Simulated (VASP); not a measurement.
Here is the system:

```
CELL_PARAMETERS angstrom
      0.00000     2.93877     2.93877
      2.93877     0.00000     2.93877
      2.93877     2.93877     0.00000
ATOMIC_POSITIONS crystal
  In 0.00000 0.00000 0.00000
  P  0.24149 0.25851 0.24149
```

Computed with PBEsol GGA, VASP's PBE PAW potentials (set 64) (plane waves; VASP 6.6.1). Settings: 480 eV cut-off, 8×8×8 Γ-centred mesh, Gaussian smearing of 0.050 eV, potentials In_d P.

Unless said otherwise, spin-orbit coupling is left out, though it shifts the bands of the heavy elements here.

Question: Estimate the energy per atom (σ→0), largest force, band gap (on the k-mesh) with the smallest direct gap where there is one.

Answer: 
The band gap (on the k-mesh) is 0.48 eV. The smallest direct gap (on the k-mesh) is 0.48 eV, the energy per atom (σ→0) comes out as -4.572 eV/atom and the largest force is 0.01520 Ry/bohr.

Total energies compare only between runs with the same potentials, cut-off and functional.

The compound is InP in the zinc blende structure. This cell was strained or had an atom moved on purpose.
